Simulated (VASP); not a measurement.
Runs of VASP 6.6.1 on Sb. The structure is trigonal, space group R-3m (No. 166). The conventional cell has a = 4.308 Å, b = 4.308 Å, c = 11.274 Å, α = 90.00°, β = 90.00°, γ = 120.00°. Sb (site symmetry 3m) has 3 Sb at 2.91 Å as nearest neighbours. 

```csv
level,potentials or basis,gap on the mesh (eV),pressure (GPa),relaxed volume (Å³/atom),largest force (eV/Å)
PBE+D3(BJ),"VASP PAW PBE potentials, release 64 (Sb)",none,0.0,29.70,0.01
RPBE,"VASP PAW PBE potentials, release 64 (Sb)",none,0.0,(a),-
LDA,"VASP PAW LDA potentials, release 64 (Sb)",none,0.0,29.20,-
PBE,"VASP PAW PBE potentials, release 64 (Sb)",none,0.0,(b),-
r2SCAN+rVV10,"VASP PAW PBE potentials, release 64 (Sb)",none,0.0,30.74,0.01
```

Alike in all rows: task relaxation of cell and atoms; no spin polarisation; cell relaxed; k mesh 12 × 12 × 10; cutoff (eV) 600; smearing methfessel-paxton 0.1 eV.

Estimate the missing entries.

(a) 33.28; (b) 31.77.

Caveats: pairwise dispersion overbinds metals, which lowers pressure and volume (some runs); the PAW data sets were made with another functional, which shifts forces and pressure a little (some runs); the volume moved by +10 % from the deposited cell, more than functionals usually miss (some runs).

A k mesh can miss the band edges, and the runs leave out spin-orbit coupling on Sb.

A gap of «none» marks a metal or a gap under the smearing width.

Not every run made on this cell is shown here.
